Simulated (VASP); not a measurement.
Consider the following.

```
CELL_PARAMETERS angstrom
      0.00000     2.67999     2.67999
      2.67999     0.00000     2.67999
      2.67999     2.67999     0.00000
ATOMIC_POSITIONS crystal
  Mg 0.00000 0.00000 0.00000
  Se 0.50000 0.50000 0.50000
```

The numbers are results of vdW-DF-cx, VASP's PBE PAW potentials (set 64) (plane waves; VASP), not measurements. Run with 520 eV cut-off, 8×8×8 Γ-centred mesh, Gaussian smearing of 0.050 eV, potentials Mg Se.

Task: What does the run give for the energy per atom (σ→0), pressure, band gap (on the k-mesh) with the smallest direct gap where there is one?

Result: 
```yaml
band gap (on the k-mesh): 2.00 eV
smallest direct gap (on the k-mesh): 3.02 eV
energy per atom (σ→0): -2376 meV/atom
pressure: 4.42 GPa
```

Only differences to runs with the same potentials and settings are physical.

The compound is MgSe in the rock salt structure. This cell is one point of a volume scan, at 0.94 of the reference volume.
